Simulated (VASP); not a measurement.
A VASP calculation is set up with these files.

POSCAR:
```
KPbI3
1
    6.1895654141    -0.0000000000     0.0000000000
    0.0000000000     6.1895654141     0.0000000000
   -0.0000000000    -0.0000000000     6.1895654141
K Pb I
1 1 3
Direct
  0.0000000000   0.0000000000   0.0000000000
  0.5000000000   0.5000000000   0.5000000000
  0.0000000000   0.5000000000   0.5000000000
  0.5000000000   0.5000000000   0.0000000000
  0.5000000000   0.0000000000   0.5000000000
```

INCAR:
```
SYSTEM = KPbI3
EDIFF = 1E-7
LASPH = T   # aspherical one-centre terms
PREC = Accurate
NELM = 100
LCHARG = F
ENCUT = 480
ISIF = 2
SIGMA = 0.05   # width (eV)
GGA = PS   # PBEsol
LREAL = F   # projection in real space or not
ISMEAR = 0   # Gaussian
LMAXMIX = 4   # l cut-off of mixed one-centre charges
LWAVE = F
ALGO = Normal   # blocked Davidson
```

File KPOINTS:
```
Automatic mesh
0
gamma
4 4 4
0 0 0
```

POTCAR, in this order: K_sv Pb_d I (PBE.64 set). Program: vasp_std.

**Question.** Write an equivalent input for Quantum ESPRESSO's pw.x.

**Answer.** One equivalent input (not run):
```
&CONTROL
  calculation = 'scf'
  pseudo_dir = './pseudo'
  outdir = './out'
  tprnfor = .true.
  tstress = .true.
/
&SYSTEM
  ibrav = 0
  nat = 5
  ntyp = 3
  ecutwfc = 74
  occupations = 'smearing'
  smearing = 'gaussian'
  degauss = 0.003675
  input_dft = 'pbesol'
/
&ELECTRONS
  conv_thr = 7.3e-09
  electron_maxstep = 100
/
ATOMIC_SPECIES
  K 39.098 K.upf
  Pb 207.200 Pb.upf
  I 126.904 I.upf
CELL_PARAMETERS angstrom
     6.1895654   -0.0000000    0.0000000
     0.0000000    6.1895654    0.0000000
    -0.0000000   -0.0000000    6.1895654
ATOMIC_POSITIONS crystal
  K    0.0000000  0.0000000  0.0000000
  Pb   0.5000000  0.5000000  0.5000000
  I    0.0000000  0.5000000  0.5000000
  I    0.5000000  0.5000000  0.0000000
  I    0.5000000  0.0000000  0.5000000
K_POINTS automatic
  4 4 4 0 0 0
```
What does not carry over: the potentials are each code's own (VASP's PAW set, PseudoDojo norm-conserving files in pw.x), so ENCUT and ecutwfc are chosen apart and not converted; conv_thr bounds pw.x's estimated SCF error, while EDIFF bounds the energy change between steps.

The structure was generated: KPbI3 was put into the cubic-perovskite type (Pm-3m), which need not be its known phase. It was relaxed first.
